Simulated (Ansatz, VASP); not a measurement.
**Ti2SiGe2: VASP beside Ansatz**

```
CELL_PARAMETERS angstrom
2.98991 0.00000 0.00000
-1.49496 2.58934 0.00000
0.00000 0.00000 10.69192
ATOMIC_POSITIONS crystal
Ti 0.33333 0.66667 0.19336
Ti 0.66667 0.33333 0.80664
Si 0.00000 0.00000 0.00000
Ge 0.00000 0.00000 0.38349
Ge 0.00000 0.00000 0.61651
```

Alike in both runs: functional PBE; k mesh 6 × 6 × 4; occupations gaussian, width 0.1 eV; no spin polarisation.

Ansatz relaxed the structure, and its values are those at the end. VASP's run is a single point on that final structure, the one shown.

|  | VASP | Ansatz |
| --- | --- | --- |
| version | VASP 6.6.1 | Ansatz 0.2.0 |
| potentials or method | VASP PAW PBE potentials, release 64 (Ti_sv, Si, Ge_d) | scalar-relativistic, plane waves, PAW |
| plane-wave cutoff (eV) | 520 | 420 |
| valence electrons in the cell | 56 | 56 |

VASP gave:

- gap on the k mesh at the Fermi level (eV): none
- pressure (GPa): 0.1
- rms of the force components (eV/Å): 0.004

Problem. Estimate Ansatz's values.

Solution. gap on the k mesh at the Fermi level (eV): none; pressure (GPa): 0.1; rms of the force components (eV/Å): 0.002.

A gap of «none» marks a metal or a gap that the smearing closes.

Caveats: the k mesh is coarse (spacing up to 0.40 Å⁻¹), so the values aren't converged.
